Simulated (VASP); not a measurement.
# SrTiO3 (Tausonite): band structure with TB-mBJ

SrTiO3 (Tausonite):

```
Sr Ti O
1.0
     3.89475    0.00000    0.00000
     0.00000    3.89475    0.00000
     0.00000    0.00000    3.89475
Sr Ti O
1 1 3
Direct
  0.50000 0.50000 0.50000
  0.00000 0.00000 0.00000
  0.50000 0.00000 0.00000
  0.00000 0.50000 0.00000
  0.00000 0.00000 0.50000
```

```json
{"Program": "VASP 6.6.1", "Task": "band structure", "Functional": "TB-mBJ", "Potentials or basis": "VASP PAW PBE potentials, release 64 (Sr_sv, Ti_sv, O)", "Cutoff": "520 eV", "k mesh": "8 × 8 × 8", "Occupations": "gaussian, width 0.03 eV", "Spin": "no spin polarisation", "Further INCAR settings": "ALGO = Normal; EDIFF = 1e-07; NBANDS = 28"}
```

```json
{
 "Band gap on the k mesh": "2.85 eV, indirect (least direct gap 3.26 eV)",
 "Band gap along the path": "2.85 eV, indirect (least direct gap 3.26 eV)"
}
```

Levels at the corners of the path, in eV from the valence-band top:
```
point  band 17  band 18  band 19  band 20  band 21  band 22  band 23  band 24
    Γ    -1.11    -0.42    -0.42    -0.42     2.85     2.85     2.85     4.32
    X    -2.08    -1.71    -0.76    -0.76     2.99     4.33     4.50     4.50
    X    -2.08    -1.71    -0.76    -0.76     2.99     4.33     4.50     4.50
    M    -1.69    -1.45    -1.45    -0.08     4.51     4.51     5.05     5.42
    M    -1.69    -1.45    -1.45    -0.08     4.51     4.51     5.05     5.42
    Γ    -1.11    -0.42    -0.42    -0.42     2.85     2.85     2.85     4.32
    Γ    -1.11    -0.42    -0.42    -0.42     2.85     2.85     2.85     4.32
    R    -3.42     0.00     0.00     0.00     5.20     5.20     5.20     7.96
    R    -3.42     0.00     0.00     0.00     5.20     5.20     5.20     7.96
    X    -2.08    -1.71    -0.76    -0.76     2.99     4.33     4.50     4.50
    M    -1.69    -1.45    -1.45    -0.08     4.51     4.51     5.05     5.42
    R    -3.42     0.00     0.00     0.00     5.20     5.20     5.20     7.96
```

Run time: 3.2 min on 2 MPI ranks on AMD EPYC 9R45 (Zen 5) (shared host), peak memory 0.21 GiB a rank.
